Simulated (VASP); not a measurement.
An input for Ansatz (written as the equivalent of a VASP run, and not itself run):

Ansatz 0.2 input:
```yaml
crystal:
  lattice:
    - [0.0000000, 2.7808481, 2.7808481]
    - [2.7808481, 0.0000000, 2.7808481]
    - [2.7808481, 2.7808481, 0.0000000]
  atoms:
    - { symbol: Ge, position: [0.0000000, 0.0000000, 0.0000000] }
    - { symbol: Se, position: [0.5000000, 0.5000000, 0.5000000] }
kpoints:
  mp_grid: { grid: [8, 8, 8] }
hamiltonian:
  xc: pbesol
  pseudopotentials: { kind: paw }
scf:
  occupations: { method: gaussian, width: 0.05 }
  max_iter: 100
relax:
  max_steps: 40
  f_tol: 0.02
  cell: {}
output: { forces: true, stress: true, eigenvalues: true }
```

Task: Translate this input to VASP (INCAR, KPOINTS, POSCAR, choice of POTCAR).

Result: Several could match; the one computed here: 
POSCAR:
```
GeSe
1.0
  0.0000000000   2.7808481201   2.7808481201
  2.7808481201   0.0000000000   2.7808481201
  2.7808481201   2.7808481201   0.0000000000
Ge Se
1 1
direct
  0.0000000000   0.0000000000   0.0000000000
  0.5000000000   0.5000000000   0.5000000000
```

KPOINTS:
```
Automatic mesh
0
G
8 8 8
0 0 0
```

### INCAR
```
LASPH = .TRUE.
SIGMA = 0.05   ! width (eV)
PREC = Accurate
EDIFF = 1E-6
LWAVE = .FALSE.
SYSTEM = GeSe
ISIF = 3   ! ions, shape and volume
LMAXMIX = 4   ! l cut-off of mixed one-centre charges
IBRION = 2   ! conjugate gradients
LCHARG = .FALSE.
GGA = PS   ! PBEsol
NELM = 100   ! most electronic steps
ISMEAR = 0
ENCUT = 500   ! plane-wave cut-off (eV)
LREAL = .FALSE.   ! projection in real space or not
ALGO = Normal
EDIFFG = -0.02
NSW = 40
```

POTCAR, in this order: Ge_d Se (PBE.64 set). Program: vasp_std.

What does not carry over: each code has its own PAW files, so the cut-off isn't converted (ENCUT is set for VASP's; basis.ecutwfc is left out, and Ansatz then takes the one that its files recommend); Ansatz stops its SCF on the density residual and VASP on the energy change (EDIFF).

The structure was generated: GeSe was put into the rock salt type (Fm-3m), which need not be its known phase. It was relaxed first, which changed the volume by +23 %.
